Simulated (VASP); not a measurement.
Level of theory: PBEsol GGA, VASP's PBE PAW potentials (set 64) (plane waves; VASP).

Input for VASP

KPOINTS:
```
Automatic mesh
0
Gamma
10 10 3
0 0 0
```

**INCAR**
```
SYSTEM=La
PREC=Accurate; ENCUT=520; LREAL=.FALSE.
LASPH=.TRUE.
EDIFF=1E-7; NELM=100; ALGO=Normal
LMAXMIX=6
ISMEAR=1; SIGMA=0.1
GGA=PS
IBRION=2; NSW=30; ISIF=4
EDIFFG=-0.01
LWAVE=.FALSE.; LCHARG=.FALSE.
```

### POSCAR
```
La
1.0
  1.8661850701  -3.2323275694   0.0000000000
  1.8661850701   3.2323275694   0.0000000000
  0.0000000000   0.0000000000  11.9325403906
La
4
Direct
  0.0000000000   0.0000000000   0.5000000000
  0.0000000000   0.0000000000   0.0000000000
  0.3333330000   0.6666670000   0.2500000000
  0.6666670000   0.3333330000   0.7500000000
```

POTCAR, in this order: La (PBE.64 set). Program: vasp_std.

Output

OSZICAR:
```
       N       E                     dE             d eps       ncg     rms          rms(c)
DAV:   1     0.567118456705E+03    0.56712E+03   -0.15044E+04  1464   0.233E+03
DAV:   2     0.116118469241E+03   -0.45100E+03   -0.44565E+03  2240   0.448E+02
DAV:   3    -0.460617073472E+01   -0.12072E+03   -0.11974E+03  2652   0.278E+02
DAV:   4    -0.190657503311E+02   -0.14460E+02   -0.14240E+02  2688   0.998E+01
DAV:   5    -0.211386407377E+02   -0.20729E+01   -0.20016E+01  2840   0.346E+01    0.475E+00
DAV:   6    -0.213402195579E+02   -0.20158E+00   -0.28300E+00  2816   0.118E+01    0.232E+00
DAV:   7    -0.213397303218E+02    0.48924E-03   -0.41517E-01  2880   0.402E+00    0.631E-01
DAV:   8    -0.213426470494E+02   -0.29167E-02   -0.71324E-02  2832   0.162E+00    0.186E-01
DAV:   9    -0.213435993013E+02   -0.95225E-03   -0.14155E-02  2784   0.742E-01    0.171E-01
DAV:  10    -0.213440992055E+02   -0.49990E-03   -0.37496E-03  2632   0.425E-01    0.600E-02
DAV:  11    -0.213441814193E+02   -0.82214E-04   -0.49265E-04  2864   0.134E-01    0.490E-02
DAV:  12    -0.213442534114E+02   -0.71992E-04   -0.34230E-04  2432   0.134E-01    0.136E-02
DAV:  13    -0.213442627897E+02   -0.93782E-05   -0.91001E-05  2824   0.662E-02    0.751E-03
DAV:  14    -0.213442637391E+02   -0.94948E-06   -0.12944E-05  2672   0.275E-02    0.314E-03
DAV:  15    -0.213442629181E+02    0.82105E-06   -0.38261E-06  2656   0.147E-02    0.111E-03
DAV:  16    -0.213442626439E+02    0.27421E-06   -0.10526E-06  2184   0.799E-03    0.779E-04
DAV:  17    -0.213442629076E+02   -0.26371E-06   -0.78912E-08  1352   0.402E-03    0.345E-04
DAV:  18    -0.213442629944E+02   -0.86810E-07   -0.41026E-08  1320   0.392E-03
   1 F= -.21344263E+02 E0= -.21343503E+02  d E =-.213443E+02
       N       E                     dE             d eps       ncg     rms          rms(c)
DAV:   1    -0.213444440026E+02   -0.18110E-03   -0.13313E-02  2154   0.209E+00    0.554E-02
DAV:   2    -0.213443410199E+02    0.10298E-03   -0.42648E-04  2532   0.241E-01    0.299E-02
DAV:   3    -0.213443015056E+02    0.39514E-04   -0.21473E-04  2584   0.144E-01    0.763E-03
DAV:   4    -0.213443015102E+02   -0.45716E-08   -0.12527E-05  2488   0.329E-02    0.471E-03
DAV:   5    -0.213443014424E+02    0.67805E-07   -0.68902E-07  1720   0.868E-03
   2 F= -.21344301E+02 E0= -.21343541E+02  d E =-.384479E-04
```

### OUTCAR
```
------------------------ aborting loop because EDIFF is reached ----------------------------------------
  FORCE on cell =-STRESS in cart. coord.  units (eV):
  Direction    XX          YY          ZZ          XY          YZ          ZX
  --------------------------------------------------------------------------------------
  Total       -1.1038495     -1.1038496     -1.1375634      0.0000000      0.0000000     -0.0000000
  in kB      -12.2853479    -12.2853494    -12.6605683      0.0000000      0.0000000     -0.0000000
  external PRESSURE =     -12.4104219 kB  Pullay stress =       0.0000000 kB
  volume of cell :      143.96
      direct lattice vectors                 reciprocal lattice vectors
     1.866772543 -3.233345096  0.000000000     0.267841951 -0.154638613  0.000000000
     1.866772543  3.233345096  0.000000000     0.267841951  0.154638613  0.000000000
     0.000000000  0.000000000 11.925031261     0.000000000  0.000000000  0.083857223
 POSITION                                       TOTAL-FORCE (eV/Angst)
 -----------------------------------------------------------------------------------
      3.73355      0.00000      5.96252         0.000000      0.000000     -0.000000
      3.73355      0.00000      0.00000         0.000000      0.000000     -0.000000
      1.86677      1.07778      2.98126        -0.000000      0.000000      0.000000
      1.86677     -1.07778      8.94377         0.000000     -0.000000      0.000000
 -----------------------------------------------------------------------------------
    total drift:                                0.000000      0.000000      0.000000
  FREE ENERGIE OF THE ION-ELECTRON SYSTEM (eV)
  ---------------------------------------------------
  free  energy   TOTEN  =       -21.3443014424 eV

  energy  without entropy=      -21.3420190193  energy(sigma->0) =      -21.34354063

 reached required accuracy - stopping structural energy minimisation
```
(Selected blocks of OUTCAR.)

**CONTCAR**
```
La
   1.00000000000000
     1.8667725427165018   -3.2333450963339496    0.0000000000000000
     1.8667725427165018    3.2333450963339496    0.0000000000000000
     0.0000000000000000    0.0000000000000000   11.9250312608892379
  La
     4
Direct
     1.0000000000000000    1.0000000000000000    0.5000000000000000
     1.0000000000000000    1.0000000000000000    0.0000000000000000
     0.3333330000000032    0.6666669999999968    0.2500000000000000
     0.6666669999999968    0.3333330000000032    0.7500000000000000
```

The compound is La in the dhcp structure. This cell is one point of a volume scan, at 1.06 of the reference volume. Symmetry was kept, so distortions that lower it aren't found.
